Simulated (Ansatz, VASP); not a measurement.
# TlIO3: VASP beside Ansatz, part 2 of 2

Wanted: the spread between two codes on one cell, functional and k mesh. The cell is taken from a series of runs on this material, whose earlier steps may have relaxed, scaled, displaced or heated it; both programs get it as it stands.

VASP 6.6.1 and Ansatz 0.2.0.

So far: The structure; VASP: dielectric response, PBEsol.

## 3. Ansatz: dielectric response, PBEsol

Level of this step: Ansatz beside VASP: Kohn-Sham DFT, plane waves, PBEsol (Ansatz).

Ansatz runs on its default PAW (the set named soft_2) files.

The same cell, functional and mesh now go to Ansatz, which takes its cutoff from its data sets.

Input file input.yaml:

```yaml
crystal:
  lattice:
    - [3.1507925805, 1.8191109445, 2.6554335853]
    - [-3.1507925805, 1.8191109445, 2.6554335853]
    - [0.0, -3.638221889, 2.6554335853]
  atoms:
    - { symbol: Tl, position: [0.00875085, 0.00875085, 0.00875085] }
    - { symbol: I, position: [0.50186733, 0.50186733, 0.50186733] }
    - { symbol: O, position: [0.90328765, 0.46189709, 0.46189709] }
    - { symbol: O, position: [0.46189709, 0.90328765, 0.46189709] }
    - { symbol: O, position: [0.46189709, 0.46189709, 0.90328765] }
kpoints:
  mp_grid: { grid: [6, 6, 6] }
hamiltonian:
  xc: pbesol
scf:
  occupations: { method: fixed }
dielectric: {}
```

Run with:

```console
$ ansatz run input.yaml --threads 4 --pin off --max-ram 5529MiB --backend cpu --events-out ev --progress --plain --runs-dir out
```

Numbers of over 12 decimals in the logs are rounded to 6 here.

Log:

```text
Engine: ansatz 0.2.0, aarch64-unknown-linux-gnu
Pseudopotentials: kind: paw
Pseudopotential: Tl, paw, valence charge 13, recommended cutoff 420 eV (normal), Tl.paw.azcp
Pseudopotential: I, paw, valence charge 17, recommended cutoff 420 eV (normal), I.paw.azcp
Pseudopotential: O, paw, valence charge 6, recommended cutoff 420 eV (normal), O.paw.azcp
Functional definition: PBEsol
  exchange = pbesol_x
  correlation = pbesol_c
Crystal: 5 atoms, lattice volume = 91.320 Å³
Basis set: ecut = 420 eV, 1779 PW (Γ), exchange–correlation on 64×64×64 points (8 copies of the dense FFT grid, shifted against one another)
Bands: 29, of which v1, the nominal top of the filled ones, is band 24 counted from 1 (23 counted from 0)
Symmetry: 6 space group operations
k-points: 68 of 216 (irreducible under 2 space group operations, time reversal used)
Non-local potential: Tl, projectors of the file, l = 0: 2, l = 1: 2, l = 2: 2, l = 3: 1
Non-local potential: I, projectors of the file, l = 0: 2, l = 1: 2, l = 2: 2, l = 3: 2
Non-local potential: O, projectors of the file, l = 0: 2, l = 1: 2, l = 2: 1
PAW form: soft (Blöchl's): semilocal exchange-correlation on the pseudo side does not see the compensation charge
PAW frozen core: Tl, regenerated for the run's functional, and the local potential with it (the file was generated under x = pbe(κ = 0.804, μ = 0.219515), c = pbe(β = 0.066725))
PAW frozen core: I, regenerated for the run's functional, and the local potential with it (the file was generated under x = pbe(κ = 0.804, μ = 0.219515), c = pbe(β = 0.066725))
PAW frozen core: O, regenerated for the run's functional, and the local potential with it (the file was generated under x = pbe(κ = 0.804, μ = 0.219515), c = pbe(β = 0.066725))
PAW one-centre angular grid: Tl, 590 points (default); XC on 64 Gauss nodes
PAW one-centre angular grid: I, 590 points (default); XC on 64 Gauss nodes
PAW one-centre angular grid: O, 110 points (default); XC on 64 Gauss nodes
Initial density: superposition of atomic densities (neutral atoms: chi_scale 0, normalization atom), corrected by the library's trained network
Initial wavefunctions: pseudopotential atomic-orbital guess
Functional: x = pbesol(κ = 0.804, μ = 0.123457), c = pbesol(β = 0.046)
SCF iter   1: F=—  HF=-20405.641108 eV  |F-HF|=—  |Δ(HF+E_count)|=         —  Δρ=1.50e-2  dr2=1.82e-1  ethr=1.77e-3  ⟨swp⟩=5.0  Hψ=9365  notcnv=0  defer=191
preconditioner: auto → Resta (q_TF=auto, 2.451 Å⁻¹)  ε∞=4.7  [insulator: Δε(μ)=2.656 eV  Ē_g=12.406 eV  n_scr=26 (ndim 8)  ℏωp=24.0 eV  f_vac=0.036  ε∞_Penn≈4.7]
SCF iter   2: F=—  HF=-20405.596953 eV  |F-HF|=—  |Δ(HF+E_count)|=   4.42e-2  Δρ=3.68e-3  dr2=7.38e-3  ethr=3.80e-4  ⟨swp⟩=3.0  Hψ=3678  notcnv=0  defer=200
SCF iter   3: F=—  HF=-20405.595738 eV  |F-HF|=—  |Δ(HF+E_count)|=   1.21e-3  Δρ=1.28e-3  dr2=1.35e-3  ethr=1.54e-5  ⟨swp⟩=2.9  Hψ=3325  notcnv=0  defer=202
SCF iter   4: F=—  HF=-20405.595736 eV  |F-HF|=—  |Δ(HF+E_count)|=   2.34e-6  Δρ=2.19e-4  dr2=7.55e-5  ethr=2.82e-6  ⟨swp⟩=2.4  Hψ=3256  notcnv=0  defer=203
SCF iter   5: F=—  HF=-20405.595751 eV  |F-HF|=—  |Δ(HF+E_count)|=   1.50e-5  Δρ=5.12e-5  dr2=3.48e-6  ethr=1.57e-7  ⟨swp⟩=2.4  Hψ=3041  notcnv=0  defer=204
SCF iter   6: F=—  HF=-20405.595758 eV  |F-HF|=—  |Δ(HF+E_count)|=   6.96e-6  Δρ=1.51e-5  dr2=2.03e-7  ethr=7.25e-9  ⟨swp⟩=2.0  Hψ=3229  notcnv=0  defer=204
SCF iter   7: F=—  HF=-20405.595758 eV  |F-HF|=—  |Δ(HF+E_count)|=   1.26e-7  Δρ=4.25e-6  dr2=1.89e-8  ethr=4.22e-10  ⟨swp⟩=2.0  Hψ=3528  notcnv=0  defer=204
SCF iter   8: F=—  HF=-20405.595758 eV  |F-HF|=—  |Δ(HF+E_count)|=   2.35e-8  Δρ=8.65e-7  dr2=8.16e-10  ethr=3.94e-11  ⟨swp⟩=2.0  Hψ=2994  notcnv=0  defer=204
SCF iter   9: F=-20405.595758 eV  HF=-20405.595758 eV  |F-HF|=2.18e-11  |Δ(HF+E_count)|=   1.04e-9  Δρ=2.27e-7  dr2=5.07e-11  ethr=1.00e-12  ⟨swp⟩=10.1  Hψ=8724  notcnv=0
SCF 1 converged in 9 iterations: F = -20405.595758 eV  dr2 = 5.07e-11
  greatest PAW one-centre occupation: 1.000 electrons in one spin orbital (limit 2), on the I atom at site 1 (counted from 0), in its partial waves of l = 2
NSCF: frozen V_eff on 5 k-points
DFPT response loops at Γ: preconditioner auto → none (the input reference at scf.mixing.eps_inf says where Resta's filter doesn't serve); β = 0.50; Broyden in place of MSR1
── the response to a field inside a basis, on 6×6×6 k-points: an SCF that follows is theirs, and a resumed run solves both again ──
Bands: 25, of which v1, the nominal top of the filled ones, is band 24 counted from 1 (23 counted from 0)
k-points: 28 of 216 (time reversal used)
Initial density: handed on by an earlier stage of this run
Initial wavefunctions: pseudopotential atomic-orbital guess (no wavefunctions were taken with the density)
Eigensolver: Dense (28 Hₖ)
SCF iter   1: F=—  HF=-20405.587728 eV  |F-HF|=—  |Δ(HF+E_count)|=         —  Δρ=3.89e-4  dr2=2.78e-5  ethr=1.00e-1
preconditioner: auto → Resta (q_TF=auto, 2.451 Å⁻¹)  ε∞=5.5  [insulator: Δε(μ)=3.048 eV  Ē_g=11.292 eV  n_scr=26 (ndim 8)  ℏωp=24.0 eV  f_vac=0.031  ε∞_Penn≈5.5]
SCF iter   2: F=—  HF=-20405.587728 eV  |F-HF|=—  |Δ(HF+E_count)|=   6.07e-7  Δρ=1.67e-4  dr2=8.39e-6  ethr=5.79e-8
SCF iter   3: F=—  HF=-20405.587729 eV  |F-HF|=—  |Δ(HF+E_count)|=   1.06e-6  Δρ=7.90e-5  dr2=1.18e-6  ethr=1.75e-8
SCF iter   4: F=-20405.587729 eV  HF=-20405.587729 eV  |F-HF|=1.67e-9  |Δ(HF+E_count)|=   4.34e-7  Δρ=3.98e-6  dr2=1.70e-8  ethr=2.47e-9
SCF 1 converged in 4 iterations: F = -20405.587729 eV  dr2 = 1.70e-8
DFPT response loops at Γ: mixed as the last ones told, above
SCF converged after 9 iterations
Free energy (F): -20405.595758 eV
Harris-Foulkes:  -20405.595758 eV  (|F-HF|=2.18e-11)
Internal energy: -20405.595758 eV  (E = F + TS)
E sigma→0 (E₀):  -20405.595758 eV
Fermi energy:    6.038895 eV
--- Per-component energies (eV) ---
  E_band       = -448.218129
  E_kinetic    = 1044.814153
  E_local      = -4149.159377  (includes V_loc(G=0)·N_el)
  E_nonlocal   = 375.821239
  E_hartree    = 1810.364709
  E_xc         = -574.268079
  E_vxc        = -550.263322  (∫ρ·V_xc dr)
  E_paw        = -15206.602104  (= ΣΔE_a)
  E_vpaw       = -790.167719  (= ΣTr[D̂ρ^β])
  E_aug_tail   = 0.007505  (compensation charges beyond the density's cutoff)
  E_ewald      = -3707.130075
  E_core_change = 0.556271  (= ΣΔE_core)
  E_smearing   = -0.000000  (= −TS)
  E_closure    = 0.000000  (closes the sum)
  Σ components = -20405.595758   (vs F -20405.595758, Δ=0.00e0)
--- Band table (eV; the first three rows and the last of 68) ---
  k-point 0: bands = [... 20 lower, 4.6061, 4.6061, 4.6631, 4.9638, 12.4867, 12.7665, 12.7665, 13.1659, ... 1 higher]
  k-point 1: bands = [... 20 lower, 4.6513, 4.6631, 4.9449, 4.9759, 11.8147, 12.3425, 12.6589, 12.7051, ... 1 higher]
  k-point 2: bands = [... 20 lower, 4.7374, 4.7729, 4.9814, 5.5712, 10.5794, 11.1051, 12.4425, 12.5399, ... 1 higher]
  k-point 67: bands = [... 20 lower, 5.1096, 5.1096, 5.4716, 6.0389, 8.7628, 8.7628, 9.7439, 12.1967, ... 1 higher]
--- Dielectric response (ions clamped): 3 representative field directions + reference, inside a basis on a mesh of 216 k-points (Σ response iterations 18) ---
  ε∞ (high-frequency dielectric tensor):
        4.956966    -0.000000     0.000000
        0.000000     4.956966    -0.000000
        0.000000     0.000000     4.223182
  Born effective charges Z* (e; rows j = field, columns β = displacement):
    site 0:
         1.96973   -0.00000    0.00000
        -0.00000    1.96973   -0.00000
         0.00000   -0.00000    1.75262
    site 1:
         4.59764   -0.00000    0.00000
        -0.00000    4.59764   -0.00000
         0.00000   -0.00000    2.86374
    site 2:
        -2.62421   -0.75359   -0.87698
        -0.75359   -1.75404   -0.50633
        -0.24813   -0.14326   -1.53879
    site 3:
        -2.62421    0.75359    0.87698
         0.75359   -1.75404   -0.50633
         0.24813   -0.14326   -1.53879
    site 4:
        -1.31896    0.00000   -0.00000
         0.00000   -3.05929    1.01265
        -0.00000    0.28652   -1.53879
  Z* charge neutrality: 9.978e-3 e pre-enforcement
  solved inside a basis spanned on kpoints, on 6×6×6 k-points, its susceptibility summed on 10×10×10: ε∞ is read to err by 1.7e-2, Z* by 3.9e-2 e (field_mesh: kpoints solves on kpoints); Z* is corrected for what the basis lacks
```

Reading the cycles: dr2 is the Hartree energy of the density residual (eV), the measure of convergence; HF is the Harris–Foulkes estimate of the energy, which meets the free energy F at convergence.

## 4. Comparison

Known differences besides the potentials themselves: fixed occupations in Ansatz, narrow Gaussian smearing in VASP; VASP's response is taken on the typed mesh, Ansatz refines its own for the field response alone; the data sets hold 48 valence electrons in Ansatz (on its default PAW (the set named soft_2) files) and 38 in VASP; the cutoff is 420 eV in Ansatz and 520 eV in VASP; Ansatz makes its cores anew for this functional, VASP keeps those of its PBE data sets; VASP's log repeats an internal error in its field response. Total energies have different zeros and are not compared.

Both answers:

```
quantity  Ansatz  VASP  difference
   ε∞ xx    4.96  4.98     -0.53 %
   ε∞ yy    4.96  4.98     -0.53 %
   ε∞ zz    4.22  4.23     -0.27 %
```

## 5. What came out

```yaml
difference_in_eps_infinity_xx_dielectric_response_pbesol: -0.53 %
```

**Reading.** The difference in ε∞ xx is -0.53 % (dielectric response, PBEsol), within the 5 % picked in this series as the mark of a large difference. The data sets hold unlike numbers of valence electrons (48 in Ansatz and 38 in VASP), so part of the differences comes from the potentials. Such differences can come from data sets, numerical settings and the points named under the comparisons, not from the functional's error against experiment.

[Lines on the potential files, build, host, timing and source positions are cut from VASP's logs without a mark.]

[Logs are printed without paths, hosts, clocks, repeated set-up lines and the standing remarks that a program may print on its own settings, such as how far it seeks lower states.]

[Hosts, paths, dates, database ids (printed as entryN), source tags and the programs' standing remarks are cut or masked in the printed files.]
